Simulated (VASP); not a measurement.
Output of a VASP run:

**OSZICAR**
```
       N       E                     dE             d eps       ncg     rms          rms(c)
DAV:   1     0.500254288447E+02    0.50025E+02   -0.66026E+03   840   0.110E+03
DAV:   2    -0.164028188976E+02   -0.66428E+02   -0.59951E+02  1012   0.186E+02
DAV:   3    -0.184088026033E+02   -0.20060E+01   -0.19860E+01  1080   0.317E+01
DAV:   4    -0.184253987610E+02   -0.16596E-01   -0.16593E-01   996   0.346E+00
DAV:   5    -0.184256582967E+02   -0.25954E-03   -0.25952E-03  1064   0.449E-01    0.906E+00
DAV:   6    -0.179043981626E+02    0.52126E+00   -0.27257E+00   984   0.161E+01    0.226E+00
DAV:   7    -0.178126945962E+02    0.91704E-01   -0.20727E-01   932   0.467E+00    0.169E+00
DAV:   8    -0.177750923538E+02    0.37602E-01   -0.34385E-02  1000   0.173E+00    0.265E-01
DAV:   9    -0.177748330303E+02    0.25932E-03   -0.21247E-03  1024   0.444E-01    0.169E-01
DAV:  10    -0.177748705575E+02   -0.37527E-04   -0.25191E-04  1008   0.145E-01    0.194E-02
DAV:  11    -0.177748663945E+02    0.41631E-05   -0.17593E-05  1020   0.442E-02    0.866E-03
DAV:  12    -0.177748664375E+02   -0.43021E-07   -0.14722E-06   672   0.990E-03
   1 F= -.17774866E+02 E0= -.17775322E+02  d E =-.177749E+02
```

### OUTCAR
```
------------------------ aborting loop because EDIFF is reached ----------------------------------------
  FORCE on cell =-STRESS in cart. coord.  units (eV):
  Direction    XX          YY          ZZ          XY          YZ          ZX
  --------------------------------------------------------------------------------------
  Total        0.0163704      0.0163704      0.0163704     -0.0000000      0.0000000     -0.0000000
  in kB        0.5123131      0.5123131      0.5123131     -0.0000000      0.0000000     -0.0000000
  external PRESSURE =       0.5123131 kB  Pullay stress =       0.0000000 kB
  volume of cell :       51.20
      direct lattice vectors                 reciprocal lattice vectors
     0.000000000  2.947141861  2.947141861    -0.169655898  0.169655898  0.169655898
     2.947141861  0.000000000  2.947141861     0.169655898 -0.169655898  0.169655898
     2.947141861  2.947141861  0.000000000     0.169655898  0.169655898 -0.169655898
 POSITION                                       TOTAL-FORCE (eV/Angst)
 -----------------------------------------------------------------------------------
      1.47357      1.47357      1.47357        -0.000000     -0.000000     -0.000000
      4.42071      4.42071      4.42071         0.000000      0.000000      0.000000
      0.00000      0.00000      0.00000         0.000000      0.000000      0.000000
 -----------------------------------------------------------------------------------
    total drift:                                0.000000     -0.000000     -0.000000
  FREE ENERGIE OF THE ION-ELECTRON SYSTEM (eV)
  ---------------------------------------------------
  free  energy   TOTEN  =       -17.7748664375 eV

  energy  without entropy=      -17.7762321844  energy(sigma->0) =      -17.77532169

 reached required accuracy - stopping structural energy minimisation
```
(Selected blocks of OUTCAR.)

File POSCAR:
```
PtAl2
1
    0.0000000000     2.9471418606     2.9471418606
    2.9471418606     0.0000000000     2.9471418606
    2.9471418606     2.9471418606     0.0000000000
Al Pt
2 1
Direct
  0.2500000000   0.2500000000   0.2500000000
  0.7500000000   0.7500000000   0.7500000000
  0.0000000000   0.0000000000   0.0000000000
```

Problem. Reconstruct the remaining input files.

Solution. One answer among several that fit: the input of the run itself, PBEsol GGA, plane waves, VASP's PBE PAW potentials (set 64).

INCAR:
```
! general
SYSTEM  = PtAl2
PREC    = Accurate
ENCUT   = 500
LREAL   = .FALSE.
LASPH   = .TRUE.

! electronic loop
EDIFF   = 1E-6
NELM    = 100
ALGO    = Normal
LMAXMIX = 6

! smearing
ISMEAR  = 1
SIGMA   = 0.1

! functional
GGA     = PS

! ions
IBRION  = 2
NSW     = 40
ISIF    = 3
EDIFFG  = -0.02

! output
LWAVE   = .FALSE.
LCHARG  = .FALSE.
```

**KPOINTS**
```
Automatic mesh
0
gamma
9 9 9
```

POTCAR, in this order: Al Pt (PBE.64 set). Program: vasp_std.

The compound is PtAl2 in the fluorite structure. It was relaxed first.
